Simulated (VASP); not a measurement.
OSZICAR of a VASP run on HfBRh3 (space group Pm-3m):

### OSZICAR
```
       N       E                     dE             d eps       ncg     rms          rms(c)
DAV:   1     0.533824888080E+03    0.53382E+03   -0.31079E+04   288   0.153E+03
DAV:   2    -0.262331431641E+02   -0.56006E+03   -0.55312E+03   300   0.494E+02
DAV:   3    -0.482417550109E+02   -0.22009E+02   -0.21555E+02   330   0.930E+01
DAV:   4    -0.486739443606E+02   -0.43219E+00   -0.42960E+00   292   0.112E+01
DAV:   5    -0.486828235046E+02   -0.88791E-02   -0.88552E-02   332   0.156E+00    0.615E+01
DAV:   6    -0.453668559920E+02    0.33160E+01   -0.14432E+01   294   0.240E+01    0.184E+01
DAV:   7    -0.453058845464E+02    0.60971E-01   -0.93458E+00   332   0.138E+01    0.389E+01
DAV:   8    -0.449193413490E+02    0.38654E+00   -0.59873E-01   328   0.452E+00    0.304E+01
DAV:   9    -0.448490403377E+02    0.70301E-01   -0.20123E+00   354   0.797E+00    0.207E+01
DAV:  10    -0.447112799622E+02    0.13776E+00   -0.23493E-01   346   0.304E+00    0.989E+00
DAV:  11    -0.446893652251E+02    0.21915E-01   -0.15725E-01   354   0.212E+00    0.989E+00
DAV:  12    -0.446873232277E+02    0.20420E-02   -0.53763E-02   350   0.128E+00    0.559E+00
DAV:  13    -0.446795545965E+02    0.77686E-02   -0.77112E-03   350   0.504E-01    0.180E+00
DAV:  14    -0.446791718509E+02    0.38275E-03   -0.17765E-03   352   0.241E-01    0.127E+00
DAV:  15    -0.446790198030E+02    0.15205E-03   -0.37570E-04   350   0.112E-01    0.327E-01
DAV:  16    -0.446790018917E+02    0.17911E-04   -0.23830E-05   318   0.276E-02    0.129E-02
DAV:  17    -0.446790044793E+02   -0.25877E-05   -0.39916E-06   276   0.128E-02    0.148E-01
DAV:  18    -0.446790011945E+02    0.32848E-05   -0.27570E-06   262   0.958E-03    0.904E-03
DAV:  19    -0.446790011423E+02    0.52227E-07   -0.13635E-07   136   0.186E-03
   1 F= -.44679001E+02 E0= -.44666748E+02  d E =-.245071E-01
```

Problem. Which electronic solver shows in the log?

Solution. It is blocked Davidson (ALGO = Normal, or the opening steps of other solvers). The INCAR had ALGO = Normal.

Problem. Can the final energy be trusted as converged?

Solution. Self-consistency was reached. It stopped with EDIFF = 1E-6, NELM = 100 (PBEsol GGA, plane waves, VASP's PBE PAW potentials (set 64)).

The structure comes from a computed database's HfBRh3 entry (Pm-3m); how it stands against other phases isn't given here. The cell was not relaxed at this level. The k-mesh is coarse (spacing up to 0.77 per Å, 2π included), so the numbers may not be converged in it. The run is one of a series of settings (KPOINTS 2×2×2 Γ-centred mesh against the base run), some of them coarse on purpose.
